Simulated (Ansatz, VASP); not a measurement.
# Cross-check of Ta2O5 (Ta2O5 (Pmmn)) between VASP and Ansatz, part 2 of 2

Wanted: the spread between two codes on one cell, functional and k mesh. The cell is taken from a series of runs on this material, whose earlier steps may have relaxed, scaled, displaced or heated it; both programs get it as it stands.

VASP 6.6.1 and Ansatz 0.2.0.

So far: The structure; VASP: relaxation of cell and atoms, r2SCAN.

## Step 3: Ansatz: relaxation of cell and atoms, r2SCAN

Level of this step: Ansatz beside VASP: Kohn-Sham DFT, plane waves, r2SCAN (Ansatz).

Ansatz runs on its default PAW (the set named soft_2) files.

The same cell, functional, mesh and smearing now go to Ansatz.

input.yaml reads:

```yaml
crystal:
  lattice:
    - [3.8408541, 0.0, 0.0]
    - [0.0, 13.0373231, 0.0]
    - [0.0, 0.0, 3.8741645]
  atoms:
    - { symbol: Ta, position: [0.0, 0.14579693, 0.02271197] }
    - { symbol: Ta, position: [0.5, 0.35420307, 0.97728803] }
    - { symbol: Ta, position: [0.5, 0.64579693, 0.97728803] }
    - { symbol: Ta, position: [0.0, 0.85420307, 0.02271197] }
    - { symbol: O, position: [0.5, 0.18522554, 0.00205837] }
    - { symbol: O, position: [0.0, 0.31477446, 0.99794163] }
    - { symbol: O, position: [0.0, 0.68522554, 0.99794163] }
    - { symbol: O, position: [0.5, 0.81477446, 0.00205837] }
    - { symbol: O, position: [0.0, 0.85107074, 0.50764741] }
    - { symbol: O, position: [0.5, 0.64892926, 0.49235259] }
    - { symbol: O, position: [0.5, 0.35107074, 0.49235259] }
    - { symbol: O, position: [0.5, 0.5, 0.99500122] }
    - { symbol: O, position: [0.0, 0.0, 0.00499878] }
    - { symbol: O, position: [0.0, 0.14892926, 0.50764741] }
basis:
  ecutwfc: 500
  xc_grid: 2
hamiltonian:
  xc: r2scan
kpoints:
  mp_grid: { grid: [7, 2, 7] }
scf:
  occupations: { method: fermi_dirac, width: 0.01 }
  max_iter: 150
output:
  forces: true
  stress: true
relax:
  f_tol: 0.01
  max_steps: 60
  cell: {}
checkpoint:
  write: "../r2scan.run"
  compress: false
  write_wavefunctions: false
  write_every: 100000
```

Run with:

```sh
ansatz run input.yaml --threads 1 --pin off --max-ram 2355MiB --backend cpu --events-out ev --progress --plain --runs-dir out
```

Numbers of over 12 decimals in the logs are rounded to 6 here.

Output:

```text
Engine: ansatz 0.2.0, x86_64-unknown-linux-gnu
Pseudopotentials: kind: paw
Pseudopotential: Ta, paw, valence charge 13, recommended cutoff 500 eV (meta_gga), Ta.paw.azcp
Pseudopotential: O, paw, valence charge 6, recommended cutoff 500 eV (meta_gga), O.paw.azcp
Functional definition: r2SCAN
  parameter k0 = 0.174
  parameter k1 = 0.065
  parameter a1 = 4.9479
  exchange = r2scan_x(k0 = k0, k1 = k1, a1 = a1)
  correlation = r2scan_c
Crystal: 14 atoms, lattice volume = 193.997 Å³
Basis set: ecut = 500 eV, 4871 PW (Γ), exchange–correlation on 60×192×60 points (8 copies of the dense FFT grid, shifted against one another)
Bands: 70, of which v1, the nominal top of the filled ones, is band 56 counted from 1 (55 counted from 0)
Symmetry: 8 space group operations
Space group: Pmmn (ITA 59), of the structure as read, at distance tolerance 5.8e-5 Å
k-points: 32 of 98
Non-local potential: Ta, projectors of the file, l = 0: 3, l = 1: 2, l = 2: 2, l = 3: 1
Non-local potential: O, projectors of the file, l = 0: 2, l = 1: 2, l = 2: 1
PAW form: soft (Blöchl's): semilocal exchange-correlation on the pseudo side does not see the compensation charge
PAW frozen core: Ta, regenerated for the run's functional (the file was generated under x = pbe(κ = 0.804, μ = 0.219515), c = pbe(β = 0.066725))
PAW frozen core: O, regenerated for the run's functional (the file was generated under x = pbe(κ = 0.804, μ = 0.219515), c = pbe(β = 0.066725))
PAW one-centre angular grid: Ta, 590 points (default); XC on 160 Gauss nodes
PAW one-centre angular grid: O, 302 points (default); XC on 160 Gauss nodes
Initial density: superposition of atomic densities (neutral atoms: chi_scale 0, normalization atom), corrected by the library's trained network
Initial wavefunctions: pseudopotential atomic-orbital guess
Functional: x = r2scan, c = r2scan; τ floored in thin density (d = 2e-4 eV/Å³)
SCF iter   1: F=—  HF=-45480.021654 eV  |F-HF|=—  |Δ(HF+E_count)|=         —  Δρ=1.04e-2  dr2=2.41e-1  dr2_τ=9.28e-1  ethr=1.77e-3  ⟨swp⟩=6.0  Hψ=8484  notcnv=0  defer=61
preconditioner: auto → Resta (q_TF=auto, 2.490 Å⁻¹)  ε∞=4.7  [insulator: Δε(μ)=3.051 eV  Ē_g=12.361 eV  σ=0.010 eV  W_gap=1.00  n_scr=50 (ndim 8)  ℏωp=23.8 eV  f_vac=0.157  D(μ)=0.00/eV (n_scr^D=0)  ε∞_Penn≈4.7]
SCF iter   2: F=—  HF=-45480.172480 eV  |F-HF|=—  |Δ(HF+E_count)|=   1.51e-1  Δρ=5.37e-3  dr2=2.34e-2  dr2_τ=1.27e-2  ethr=2.16e-4  ⟨swp⟩=2.1  Hψ=4068  notcnv=0  defer=254
SCF iter   3: F=—  HF=-45480.174044 eV  |F-HF|=—  |Δ(HF+E_count)|=   1.56e-3  Δρ=2.29e-3  dr2=6.70e-3  dr2_τ=7.58e-4  ethr=2.09e-5  ⟨swp⟩=2.8  Hψ=3323  notcnv=0  defer=94
automatic band count: iteration 3 solves 65 bands in place of 70: the levels show a gap, and the empty bands left out lie too high to hold charge; the band table lists the bands solved (type scf.n_extra_bands for more)
SCF iter   4: F=—  HF=-45480.174267 eV  |F-HF|=—  |Δ(HF+E_count)|=   2.23e-4  Δρ=4.24e-4  dr2=2.72e-4  dr2_τ=5.18e-5  ethr=5.98e-6  ⟨swp⟩=2.2  Hψ=3134  notcnv=0  defer=94
SCF iter   5: F=—  HF=-45480.174306 eV  |F-HF|=—  |Δ(HF+E_count)|=   3.94e-5  Δρ=1.57e-4  dr2=5.18e-5  dr2_τ=5.75e-6  ethr=2.43e-7  ⟨swp⟩=2.0  Hψ=3266  notcnv=0  defer=94
SCF iter   6: F=—  HF=-45480.174364 eV  |F-HF|=—  |Δ(HF+E_count)|=   5.79e-5  Δρ=5.28e-5  dr2=7.34e-6  dr2_τ=4.17e-7  ethr=4.62e-8  ⟨swp⟩=2.2  Hψ=3057  notcnv=0  defer=94
SCF iter   7: F=—  HF=-45480.174367 eV  |F-HF|=—  |Δ(HF+E_count)|=   2.72e-6  Δρ=2.15e-5  dr2=8.79e-7  dr2_τ=8.71e-8  ethr=6.55e-9  ⟨swp⟩=2.0  Hψ=3238  notcnv=0  defer=94
SCF iter   8: F=—  HF=-45480.174367 eV  |F-HF|=—  |Δ(HF+E_count)|=   3.38e-7  Δρ=1.25e-5  dr2=3.13e-7  dr2_τ=3.06e-8  ethr=7.85e-10  ⟨swp⟩=2.0  Hψ=3186  notcnv=0  defer=94
SCF iter   9: F=-45480.174367 eV  HF=-45480.174367 eV  |F-HF|=3.00e-8  |Δ(HF+E_count)|=   7.00e-8  Δρ=2.76e-6  dr2=1.92e-8  dr2_τ=1.28e-9  ethr=8.93e-11  ⟨swp⟩=3.0  Hψ=8104  notcnv=0
SCF 1 converged in 9 iterations: F = -45480.174367 eV  dr2 = 1.92e-8
  greatest PAW one-centre occupation: 0.998 electrons in one spin orbital (limit 2), on the Ta atom at site 1 (counted from 0), in its partial waves of l = 0
relax step   1: F+E_penalty+E_count = -45480.17436735 eV  Δ(F+E_penalty+E_count) = +0.000e0 eV  max|allowed force component| = 7.218e-2 eV/Å  Δτ_max = 0.0000 Å  P = -0.994 GPa  Ω = 193.997 Å³  (9 SCF iters, dr2 threshold 1.00e-7 eV, accepted)
[...]
relax step   5: F+E_penalty+E_count = -45480.17887001 eV  Δ(F+E_penalty+E_count) = -1.150e-3 eV  max|allowed force component| = 5.568e-2 eV/Å  Δτ_max = 0.0262 Å  P = +0.009 GPa  Ω = 193.371 Å³  energy of the carried Pulay correction = +3.060e-4 eV  (7 SCF iters, dr2 threshold 7.55e-8 eV, accepted)
[...]
relax step   6: F+E_penalty+E_count = -45480.17918672 eV  Δ(F+E_penalty+E_count) = -3.167e-4 eV  max|allowed force component| = 7.730e-3 eV/Å  Δτ_max = 0.0025 Å  P = -0.010 GPa  Ω = 193.378 Å³  energy of the carried Pulay correction = +3.027e-4 eV  (5 SCF iters, dr2 threshold 1.94e-7 eV, accepted)
[...]
relax step   7: F+E_penalty+E_count = -45480.17921984 eV  Δ(F+E_penalty+E_count) = -3.312e-5 eV  max|allowed force component| = 3.125e-3 eV/Å  Δτ_max = 0.0006 Å  P = -0.000 GPa  Ω = 193.370 Å³  energy of the carried Pulay correction = +3.065e-4 eV  (5 SCF iters, dr2 threshold 2.07e-8 eV, accepted)
[...]
relax step   8: F+E_penalty+E_count = -45480.17889526 eV  Δ(F+E_penalty+E_count) = +3.246e-4 eV  max|allowed force component| = 3.117e-3 eV/Å  Δτ_max = 0.0000 Å  P = +0.002 GPa  Ω = 193.370 Å³  stress off target by 2.53e-2 GPa  SCF on the basis re-selected at this cell (its energy is not comparable with the rows above)  (5 SCF iters)
basis re-selected at this cell: Δ(F+E_penalty+E_count) = +3.246e-4 eV, ΔP = +0.002 GPa vs the last step (what re-selecting the basis moved, of the pressure what is left beyond the Pulay correction that the steps carried, after the strain that the cell walked since its last selection, with what the two solves' SCF thresholds leave and, on support functions, any second-order correction that the steps lacked; it is no m [...]
SCF converged after 5 iterations
Free energy (F): -45480.178895 eV
Harris-Foulkes:  -45480.178895 eV  (|F-HF|=4.37e-11)
Internal energy: -45480.178895 eV  (E = F + TS)
E sigma→0 (E₀):  -45480.178895 eV
Fermi energy:    8.079435 eV
--- Per-component energies (eV) ---
  E_band       = -1200.528906
  E_kinetic    = 3216.154785
  E_local      = -8844.885240  (includes V_loc(G=0)·N_el)
  E_nonlocal   = 532.096899
  E_hartree    = 3287.123420
  E_xc         = -1546.472613
  E_vxc        = -1936.924788  (∫ρ·V_xc dr)
  E_paw        = -35293.882226  (= ΣΔE_a)
  E_vpaw       = -853.750954  (= ΣTr[D̂ρ^β])
  E_aug_tail   = 0.010728  (compensation charges beyond the density's cutoff)
  E_vtau       = 112.522901  (kinetic-family band-sum trace: ∫τ·v_τ [+ j·A + Jᵃ·Aᵃ] dr)
  E_ewald      = -6826.980118
  E_core_change = -3.344530  (= ΣΔE_core)
  E_smearing   = -0.000000  (= −TS)
  E_closure    = -0.000000  (closes the sum)
  Σ components = -45480.178895   (vs F -45480.178895, Δ=0.00e0)
--- Forces (eV/Å), atoms counted from 1 ---
  atom   1  Ta    -0.00000000    -0.00311748    -0.00052049
  atom   2  Ta     0.00000000     0.00311748     0.00052049
  atom   3  Ta     0.00000000    -0.00311748     0.00052049
  atom   4  Ta    -0.00000000     0.00311748    -0.00052049
  atom   5  O     -0.00000000     0.00219686     0.00026704
  atom   6  O      0.00000000    -0.00219686    -0.00026704
  atom   7  O      0.00000000     0.00219686    -0.00026704
  atom   8  O     -0.00000000    -0.00219686     0.00026704
  atom   9  O     -0.00000000     0.00012243     0.00158270
  atom  10  O      0.00000000    -0.00012243    -0.00158270
  atom  11  O      0.00000000     0.00012243    -0.00158270
  atom  12  O     -0.00000000     0.00000000     0.00040786
  atom  13  O      0.00000000     0.00000000    -0.00040786
  atom  14  O     -0.00000000    -0.00012243     0.00158270
  max |Σ_I F_I| component: 4.07e-19 eV/Å
--- Stress (GPa, compression-positive) ---
        0.025330      -0.000000       0.000000
       -0.000000      -0.020855      -0.000000
        0.000000      -0.000000       0.000414
  P = ⅓ Tr σ = 0.0016 GPa (0.016 kbar)
--- Relaxed structure (7 steps of the walk, 7 accepted, 1 SCFs on fresh bases) ---
  F+E_penalty+E_count = -45480.17889526 eV   max|allowed force component| = 3.117e-3 eV/Å   (the final SCF, on the basis selected at the relaxed cell)
  cell:  # Å, volume = 193.3702 Å³
    - [3.836109, 0.0, 0.0]
    - [0.0, 13.002993, 0.0]
    - [0.0, 0.0, 3.876638]
  atoms:
    - { symbol: Ta, position: [0, 0.145927, 0.030289] }
    - { symbol: Ta, position: [0.5, 0.354073, 0.969711] }
    - { symbol: Ta, position: [0.5, 0.645927, 0.969711] }
    - { symbol: Ta, position: [0, 0.854073, 0.030289] }
    - { symbol: O, position: [0.5, 0.185124, 0.00280891] }
    - { symbol: O, position: [0, 0.314876, 0.997191] }
    - { symbol: O, position: [0, 0.685124, 0.997191] }
    - { symbol: O, position: [0.5, 0.814876, 0.00280891] }
    - { symbol: O, position: [0, 0.850760, 0.509668] }
    - { symbol: O, position: [0.5, 0.649240, 0.490332] }
    - { symbol: O, position: [0.5, 0.350760, 0.490332] }
    - { symbol: O, position: [0.5, 0.5, 0.993609] }
    - { symbol: O, position: [0, 0, 0.00639099] }
    - { symbol: O, position: [0, 0.149240, 0.509668] }
```

In the SCF lines HF is the Harris–Foulkes energy and dr2 the Hartree energy of the density residual, in eV; the loop may stop once dr2 is under the threshold and the program's other checks hold. Hψ counts applications of the Hamiltonian.

## Step 4: Differences

Known differences besides the potentials themselves: VASP keeps PBE cores, Ansatz makes them for the functional; the data sets hold 112 valence electrons in Ansatz (on its default PAW (the set named soft_2) files) and 104 in VASP; the cutoff is 500 eV in Ansatz and 660 eV in VASP; Ansatz adds a Pulay correction to the stress that steers its cell, VASP none. Total energies have different zeros and are not compared.

Compared:

| quantity | Ansatz | VASP | difference |
| --- | --- | --- | --- |
| volume (Å³) | 193.37 | 193.95 | -0.30 % |
| edge a after relaxation, in the typed setting (Å) | 3.836 | 3.842 | -0.15 % |
| edge b after relaxation, in the typed setting (Å) | 13.003 | 13.033 | -0.23 % |
| edge c after relaxation, in the typed setting (Å) | 3.877 | 3.873 | +0.08 % |

## Step 5: Summary of results

| Property | Result |
| --- | --- |
| difference in volume (relaxation of cell and atoms, r2SCAN) | -0.30 % |

In words: The difference in volume is -0.30 % (relaxation of cell and atoms, r2SCAN), within the 1.2 % picked in this series as the mark of a large difference, as far as the stopping tolerances let one tell. The data sets hold unlike numbers of valence electrons (112 in Ansatz and 104 in VASP), so part of the differences comes from the potentials. Such differences can come from data sets, numerical settings and the points named under the comparisons, not from the functional's error against experiment.

[Lines on the potential files, build, host, timing and source positions are cut from VASP's logs without a mark.]

[Logs are printed without paths, hosts, clocks, repeated set-up lines and the standing remarks that a program may print on its own settings, such as how far it seeks lower states.]

[Hosts, paths, dates, database ids (printed as entryN), source tags and the programs' standing remarks are cut or masked in the printed files.]
